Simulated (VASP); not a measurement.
Consider the following.

```yaml
crystal:
  lattice:
    - [2.80254, 0.00000, 0.00000]
    - [0.00000, 2.80254, 0.00000]
    - [0.00000, 0.00000, 2.80254]
  atoms:
    - { symbol: Al, position: [0.00000, 0.00000, 0.00000] }
    - { symbol: Fe, position: [0.50000, 0.50000, 0.50000] }
```

Computed with PBE GGA, VASP's PBE PAW potentials (set 64) (plane waves; VASP). Run with 300 eV cut-off, 12×12×12 Γ-centred mesh, Fermi-Dirac smearing of 0.10 eV, potentials Al Fe.

The run has a spin-polarised start.

Question: Give the spin-up energies of bands 1 to 9 at the high-symmetry points, in eV from the Fermi level.

Answer: 
| band | Γ | X | M | R |
|---|---|---|---|---|
| 1 | -10.84 | -6.39 | -5.20 | -3.87 |
| 2 | -2.73 | -6.32 | -2.71 | -3.87 |
| 3 | -2.73 | -2.02 | -2.18 | -3.87 |
| 4 | -0.29 | -1.34 | -2.18 | 0.66 |
| 5 | -0.29 | -1.34 | -1.11 | 0.66 |
| 6 | -0.29 | -0.15 | -1.11 | 3.08 |
| 7 | 6.84 | 1.13 | 0.62 | 3.08 |
| 8 | 6.84 | 8.90 | 3.64 | 3.08 |
| 9 | 6.84 | 11.60 | 4.65 | 5.04 |

Question: Give the spin-down energies of bands 1 to 9 at the high-symmetry points, in eV from the Fermi level.

Answer: 
```
band       Γ      X      M      R
----  ------  -----  -----  -----
1     -10.83  -6.40  -4.96  -3.51
2      -2.43  -6.25  -2.46  -3.51
3      -2.43  -1.67  -2.18  -3.51
4       0.43  -0.71  -2.18   1.11
5       0.43  -0.71  -0.45   1.11
6       0.43   0.58  -0.45   3.15
7       6.88   1.54   1.07   3.15
8       6.88   8.81   3.94   3.15
9       6.88  11.69   5.12   4.99
```

It has no gap at this level: it comes out as a metal or semimetal.

The structure comes from a computed database's AlFe entry; how it stands against other phases isn't given here. The cell was not relaxed at this level.
